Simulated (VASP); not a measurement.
SnTeS4: single point with PBE

The system is SnTeS4.

```
CELL_PARAMETERS angstrom
3.76097 0.00000 0.00000
-1.88048 3.25709 0.00000
0.00000 0.00000 13.57615
ATOMIC_POSITIONS crystal
Sn 0.00000 0.00000 0.50000
Te 0.00000 0.00000 0.00000
S 0.66667 0.33333 0.88421
S 0.66667 0.33333 0.39264
S 0.33333 0.66667 0.60736
S 0.33333 0.66667 0.11579
```

The cell was built by a generator and needn't be a form met in nature.

* Program: VASP 6.6.1
* Task: single point
* Functional: PBE
* Potentials or basis: VASP PAW PBE potentials, release 64 (Sn_d, Te, S)
* Cutoff: 520 eV
* k mesh: 6 × 6 × 2
* Occupations: gaussian, width 0.02 eV
* Spin: no spin polarisation

```yaml
Pressure: 0.0 GPa
Largest_force: 0.011 eV/Å
Band_gap_on_the_k_mesh: 0.65 eV, indirect (least direct gap 1.26 eV)
```

Forces on the atoms (eV/Å):
```
Sn   0.000  0.000  0.000
Te   0.000  0.000  0.000
S    0.000  0.000 -0.011
S    0.000  0.000  0.005
S    0.000  0.000 -0.005
S    0.000  0.000  0.011
```

Levels at points of the mesh, in eV from the valence-band top:
| k point | band 18 | band 19 | band 20 | band 21 | band 22 | band 23 | band 24 | band 25 | band 26 |
| --- | --- | --- | --- | --- | --- | --- | --- | --- | --- |
| (0.00, 0.00, 0.00) | -1.19 | -1.19 | -1.06 | -1.06 | -0.73 | 0.78 | 1.30 | 1.69 | 1.69 |
| (0.50, 0.00, 0.00) | -1.71 | -1.38 | -1.36 | -1.11 | -1.06 | 0.69 | 2.01 | 2.92 | 3.23 |
| (0.00, 0.00, 0.50) | -1.19 | -1.19 | -1.06 | -1.06 | -0.55 | 0.71 | 1.34 | 1.69 | 1.69 |
| (0.50, 0.00, 0.50) | -1.68 | -1.35 | -1.24 | -1.20 | -1.12 | 0.65 | 2.03 | 2.93 | 3.30 |

Wall time 15 s on 4 MPI ranks on Intel(R) Xeon(R) 6975P-C (Granite Rapids), with other jobs on the host, peak memory 0.31 GiB a rank.

Caveat: spin-orbit coupling is left out, which moves the levels of the heavy elements; this functional lacks dispersion, which binds the layers, so the pressure and a relaxed spacing across them are unreliable. A k mesh can miss the band edges.
